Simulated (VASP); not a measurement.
```
GaInZnO4
1.0
    1.61208     0.93073     8.50316
   -1.61208     0.93073     8.50316
    0.00000    -1.86147     8.50316
In Ga Zn O
1 1 1 4
Direct
  0.00000   0.00000   0.00000
  0.78290   0.78290   0.78290
  0.21710   0.21710   0.21710
  0.87180   0.87180   0.87180
  0.12820   0.12820   0.12820
  0.70720   0.70720   0.70720
  0.29280   0.29280   0.29280
```

The numbers are results of PBE GGA, VASP's PBE PAW potentials (set 64) (plane waves; VASP), not measurements. Run with 400 eV cut-off, 6×6×6 Γ-centred mesh, Fermi-Dirac smearing of 0.10 eV, potentials In_d Ga_d Zn O.

At this cut-off the stress carries a Pulay error, which pulls relaxed volumes low.

Which forces act on the atoms, in eV/Å?

```json
[
 {"atom": "In1", "Fx": "0.000", "Fy": "0.000", "Fz": "-1.700"},
 {"atom": "Ga2", "Fx": "0.000", "Fy": "0.000", "Fz": "1.172"},
 {"atom": "Zn3", "Fx": "0.000", "Fy": "0.000", "Fz": "0.408"},
 {"atom": "O4", "Fx": "0.000", "Fy": "0.000", "Fz": "-1.900"},
 {"atom": "O5", "Fx": "0.000", "Fy": "0.000", "Fz": "-1.337"},
 {"atom": "O6", "Fx": "0.000", "Fy": "0.000", "Fz": "2.364"},
 {"atom": "O7", "Fx": "0.000", "Fy": "0.000", "Fz": "0.994"}
]
```

Give the stress tensor in GPa (positive for a compressed cell).

```
20.76   0.00   0.00
 0.00  20.76   0.00
 0.00   0.00  11.45
```
The pressure is its mean diagonal, 17.66 GPa.

The structure was generated: ZnInGaO4 was put into an ordered model structure, which need not be its known phase. The cell was not relaxed at this level. The k-mesh is coarse (spacing up to 0.38 per Å, 2π included), so the numbers may not be converged in it.
